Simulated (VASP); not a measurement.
```
CELL_PARAMETERS angstrom
      5.54478     0.00000     0.00000
      2.77239     4.80192     0.00000
      0.00000     0.00000    20.81018
ATOMIC_POSITIONS crystal
  Re 0.83325 0.33349 0.34185
  Re 0.33333 0.33333 0.34172
  Re 0.83325 0.83325 0.34185
  Re 0.33349 0.83325 0.34185
  Re 0.00000 0.00000 0.44234
  Re 0.49982 0.00036 0.44253
  Re 0.00036 0.49982 0.44253
  Re 0.49982 0.49982 0.44253
  Re 0.83331 0.33339 0.55533
  Re 0.33333 0.33333 0.55674
  Re 0.83331 0.83331 0.55533
  Re 0.33339 0.83331 0.55533
  Re 0.00000 0.00000 0.65534
  Re 0.50577 0.98847 0.65721
  Re 0.98847 0.50577 0.65721
  Re 0.50577 0.50577 0.65721
  Cl 0.33333 0.33333 0.74813
```

Method: PBE GGA, VASP's PBE PAW potentials (set 64) (plane waves; VASP 6.6.1). Numerical set-up: PREC = Normal, 400 eV cut-off, 6×6×1 Γ-centred mesh, first-order Methfessel-Paxton smearing of 0.10 eV, potentials Re Cl.

Unless said otherwise, spin-orbit coupling is left out, though it shifts the bands of the heavy elements here.

Question: Estimate the energy per atom (σ→0), band gap (on the k-mesh) with the smallest direct gap where there is one.

Answer: 
- band gap (on the k-mesh): none (metal, semimetal or under 0.01 eV)
- energy per atom (σ→0): -11.439 eV/atom

Total energies compare only between runs with the same potentials, cut-off and functional.

The cell is a thin slab with vacuum, built from Re (hcp): (001) face, Cl adsorbed.
